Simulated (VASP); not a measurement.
Input for VASP

**INCAR**
```
# general
SYSTEM         =  SbPt
PREC           =  Accurate
ENCUT          =  300
LREAL          =  .FALSE.
LASPH          =  .TRUE.

# electronic loop
EDIFF          =  1E-6
NELM           =  100
ALGO           =  Normal
LMAXMIX        =  6

# smearing
ISMEAR         =  -1
SIGMA          =  0.1

# functional
GGA            =  PE
GGA_COMPAT     =  .FALSE.

# spin
MAGMOM         =  0.0 0.0 0.0 0.0 0.0 0.0 0.0 0.0 0.0 0.0 0.0 0.0
LSORBIT        =  .TRUE.
LNONCOLLINEAR  =  .TRUE.

# ions
ISIF           =  2

# output
LWAVE          =  .FALSE.
LCHARG         =  .FALSE.
LORBIT         =  11
```

### KPOINTS
```
Automatic mesh
0
Gamma
3 3 3
0 0 0
```

**POSCAR**
```
SbPt
13.4914080
  0.1892122008  -0.5000000000   0.0000000000
  0.1892122008   0.5000000000   0.0000000000
  0.0000000000   0.0000000000   0.3728843572
Sb Pt
2 2
Cart
  0.1892122008  -0.0640000000   0.0932210893
  0.1892122008   0.0640000000   0.2796632679
  0.1892122008  -0.3547500000   0.0932210893
  0.1892122008   0.3547500000   0.2796632679
```

POTCAR, in this order: Sb Pt (PBE.64 set). Program: vasp_ncl.

Question: Translate this PBE+SOC calculation to Ansatz.

Answer: One equivalent input (not run):
Ansatz 0.2 input:
```yaml
crystal:
  lattice:
    - [2.5527390, -6.7457040, 0.0000000]
    - [2.5527390, 6.7457040, 0.0000000]
    - [0.0000000, 0.0000000, 5.0307350]
  atoms:
    - { symbol: Sb, position: [0.5640000, 0.4360000, 0.2500000] }
    - { symbol: Sb, position: [0.4360000, 0.5640000, 0.7500000] }
    - { symbol: Pt, position: [0.8547500, 0.1452500, 0.2500000] }
    - { symbol: Pt, position: [0.1452500, 0.8547500, 0.7500000] }
kpoints:
  mp_grid: { grid: [3, 3, 3] }
hamiltonian:
  xc: pbe
  pseudopotentials: { kind: paw }
magnetization: { noncollinear: true, spin_orbit: true }
scf:
  occupations: { method: fermi_dirac, width: 0.1 }
  max_iter: 100
output: { forces: true, stress: true, eigenvalues: true }
```
The two are equivalent in intent, not identical: each code has its own PAW files, so the cut-off isn't converted (ENCUT is set for VASP's; basis.ecutwfc is left out, and Ansatz then takes the one that its files recommend); Ansatz stops its SCF on the density residual and VASP on the energy change (EDIFF).

The structure was generated: SbPt was put into an ordered model structure, which need not be its known phase. The cell was not relaxed at this level. The k-mesh is coarse (spacing up to 0.44 per Å, 2π included), so the numbers may not be converged in it. The run is one of a series of settings (GGA_COMPAT = .FALSE., LNONCOLLINEAR = .TRUE., LSORBIT = .TRUE., MAGMOM = 0.0 0.0 0.0 0.0 0.0 0.0 0.0 0.0 0.0 0.0 0.0 0.0, program vasp_ncl against the base run), some of them coarse on purpose.
